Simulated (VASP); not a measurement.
VASP input:

KPOINTS:
```
kpoints
0
gamma
 11 11 9
0 0 0
```

**INCAR**
```
SYSTEM=MgB2
PREC=Accurate; ENCUT=520; LREAL=.FALSE.
LASPH=.TRUE.
EDIFF=1E-7; NELM=100; ALGO=Normal
ISMEAR=1; SIGMA=0.1
GGA=PS
IBRION=2; NSW=30; ISIF=4
EDIFFG=-0.01
LWAVE=.FALSE.; LCHARG=.FALSE.
```

### POSCAR
```
MgB2
1.0
  1.5659341566  -2.7122770222   0.0000000000
  1.5659341566   2.7122770222   0.0000000000
  0.0000000000   0.0000000000   3.5414987281
Mg B
1 2
Direct
  0.0000000000   0.0000000000   0.0000000000
  0.3333330000   0.6666670000   0.5000000000
  0.6666670000   0.3333330000   0.5000000000
```

POTCAR, in this order: Mg B (PBE.64 set). Program: vasp_std.

Q: Translate this PBEsol calculation to Quantum ESPRESSO's pw.x.

A: One equivalent input (not run):
```
&CONTROL
  calculation = 'vc-relax'
  pseudo_dir = './pseudo'
  outdir = './out'
  tprnfor = .true.
  tstress = .true.
  nstep = 30
  forc_conv_thr = 0.00039
/
&SYSTEM
  ibrav = 0
  nat = 3
  ntyp = 2
  ecutwfc = 84
  occupations = 'smearing'
  smearing = 'methfessel-paxton'
  degauss = 0.00735
  input_dft = 'pbesol'
/
&ELECTRONS
  conv_thr = 7.3e-09
  electron_maxstep = 100
/
&IONS
/
&CELL
  cell_dofree = 'shape'
/
ATOMIC_SPECIES
  Mg 24.305 Mg.upf
  B 10.810 B.upf
CELL_PARAMETERS angstrom
     1.5659342   -2.7122770    0.0000000
     1.5659342    2.7122770    0.0000000
     0.0000000    0.0000000    3.5414987
ATOMIC_POSITIONS crystal
  Mg   0.0000000  0.0000000  0.0000000
  B    0.3333330  0.6666670  0.5000000
  B    0.6666670  0.3333330  0.5000000
K_POINTS automatic
  11 11 9 0 0 0
```
Limits of the translation: the potentials are each code's own (VASP's PAW set, PseudoDojo norm-conserving files in pw.x), so ENCUT and ecutwfc are chosen apart and not converted; conv_thr bounds pw.x's estimated SCF error, while EDIFF bounds the energy change between steps; forc_conv_thr acts on force components and is met together with etot_conv_thr.

The compound is MgB2 in the AlB2 type structure. This cell is one point of a volume scan, at 1.06 of the reference volume. Symmetry was kept, so distortions that lower it aren't found.
